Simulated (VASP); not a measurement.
```
CELL_PARAMETERS angstrom
      0.00000     2.83517     2.83517
      2.83517     0.00000     2.83517
      2.83517     2.83517     0.00000
ATOMIC_POSITIONS crystal
  Li 0.75000 0.75000 0.75000
  Li 0.25000 0.25000 0.25000
  S  0.00000 0.00000 0.00000
```

Method: PBE GGA, VASP's PBE PAW potentials (set 64) (plane waves; VASP). Settings: 400 eV cut-off, 7×7×7 Γ-centred mesh, Fermi-Dirac smearing of 0.020 eV, potentials Li_sv S.

At this cut-off the stress carries a Pulay error, which pulls relaxed volumes low. Energy and stress use the plane-wave basis of the starting cell.

Question: The ions, cell shape and volume are relaxed. What does this cell relax into?

Answer: 
```
CELL_PARAMETERS angstrom
      0.00000     2.80969     2.80969
      2.80969     0.00000     2.80969
      2.80969     2.80969     0.00000
ATOMIC_POSITIONS crystal
  Li 0.75000 0.75000 0.75000
  Li 0.25000 0.25000 0.25000
  S  0.00000 0.00000 0.00000
```
Space group Fm-3m (225), at a tolerance of 0.03 Å.

Question: How do energy and volume change from the first to the last step?

Answer: The energy (σ→0) changes by -2.1 meV/atom and the volume by -2.7 %, in 3 ionic steps.

The structure comes from a computed database's Li2S entry; how it stands against other phases isn't given here. This run relaxes it. Symmetry was kept, so distortions that lower it aren't found. The run is one of a series of settings (EDIFFG = -0.01, IBRION = 2, ISIF = 3, NSW = 50 against the base run), some of them coarse on purpose.
